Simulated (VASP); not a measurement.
Method: PBEsol GGA, VASP's PBE PAW potentials (set 64) (plane waves; VASP 6.6.1).

VASP ran on this input.

### POSCAR
```
Hf3VN4
4.4106040
  0.0065405928   0.9999999004   0.9987528103
  0.9999999004   0.0065405928   0.9987528103
  0.5032702466   0.5032702466   0.0000000000
V N Hf
1 4 3
direct
  1.0000000000   1.0000000000   0.0000000000
  0.2490509856   0.2490509856   0.5018980289
  0.2458076832   0.7541923168   0.5000000000
  0.7541923168   0.2458076832   0.5000000000
  0.7509490144   0.7509490144   0.4981019711
  1.0000000000   0.5000000000   0.0000000000
  0.5000000000   1.0000000000   0.0000000000
  0.5000000000   0.5000000000   0.0000000000
```

### KPOINTS
```
k-points along high-symmetry lines
8
Line-mode
Reciprocal
  0.000000   0.000000   0.000000 ! GAMMA
 -0.500000  -0.500000   0.000000 ! Y

 -0.500000  -0.500000   0.000000 ! Y
 -0.625000  -0.375000   0.000000 ! C_0

 -0.375000   0.375000   0.000000 ! SIGMA_0
  0.000000   0.000000   0.000000 ! GAMMA

  0.000000   0.000000   0.000000 ! GAMMA
  0.500000   0.500000   0.500000 ! Z

  0.500000   0.500000   0.500000 ! Z
  0.125000   0.875000   0.500000 ! A_0

 -0.125000   0.125000   0.500000 ! E_0
  0.000000   0.000000   0.500000 ! T

  0.000000   0.000000   0.500000 ! T
 -0.500000  -0.500000   0.000000 ! Y

  0.000000   0.000000   0.000000 ! GAMMA
 -0.500000   0.000000   0.000000 ! S

 -0.500000   0.000000   0.000000 ! S
  0.000000   0.500000   0.500000 ! R

  0.000000   0.500000   0.500000 ! R
  0.500000   0.500000   0.500000 ! Z

  0.500000   0.500000   0.500000 ! Z
  0.000000   0.000000   0.500000 ! T
```

INCAR:
```
! general
SYSTEM =Hf3VN4
PREC   =Accurate
ENCUT  =520
LREAL  =.FALSE.
LASPH  =.TRUE.
ICHARG =11

! electronic loop
EDIFF  =1E-7
NELM   =100
ALGO   =Normal
LMAXMIX=6

! smearing
ISMEAR =0
SIGMA  =0.05

! functional
GGA    =PS

! output
LWAVE  =.FALSE.
LCHARG =.FALSE.
LORBIT =11
```

POTCAR, in this order: V_sv N Hf_pv (PBE.64 set). Program: vasp_std. Read from the step before: CHGCAR.

Task: What will the output report for the number of irreducible k-points (NKPTS), number of bands (NBANDS), largest plane-wave count, number of space-group operations, FFT grid (NGX, NGY, NGZ)?

Result: 
```json
{
 "number of irreducible k-points (NKPTS)": "88",
 "number of bands (NBANDS)": "37",
 "largest_plane_wave_count": "2340",
 "number_of_space_group_operations": "8",
 "FFT grid (NGX, NGY, NGZ)": "48 × 48 × 24"
}
```

The structure was generated: Hf3VN4 was put into an ordered model structure (Cmmm), which need not be its known phase. It was relaxed first. The run is not spin-polarised, so no magnetic state was tried. The electron count is odd and the run is not spin-polarised, which forces a metal.
